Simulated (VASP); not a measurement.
Input:

```
SnS
1.0
    0.00000     3.20898     3.20898
    3.20898     0.00000     3.20898
    3.20898     3.20898     0.00000
Sn S
1 1
Direct
  0.00000   0.00000   0.00000
  0.75000   0.75000   0.75000
```

These are PBEsol GGA, VASP's PBE PAW potentials (set 64) (plane waves; VASP) values and carry that method's errors. Run with 400 eV cut-off, 8×8×8 Γ-centred mesh, tetrahedra with Blöchl corrections, potentials Sn_d S.

The job: SnS (space group F-43m), 2 atoms, PBEsol, static run, 400 eV, 8×8×8 Γ-centred mesh. Roughly how much core time does it take on a busy server core?

About 30 core-seconds (one run on a shared machine, a rough figure). It had 29 irreducible k-points, 14 bands, up to 1243 plane waves and 14 electronic steps.

The structure comes from a computed database's SnS entry (F-43m); how it stands against other phases isn't given here. It was relaxed first, which changed the volume by -5 %.
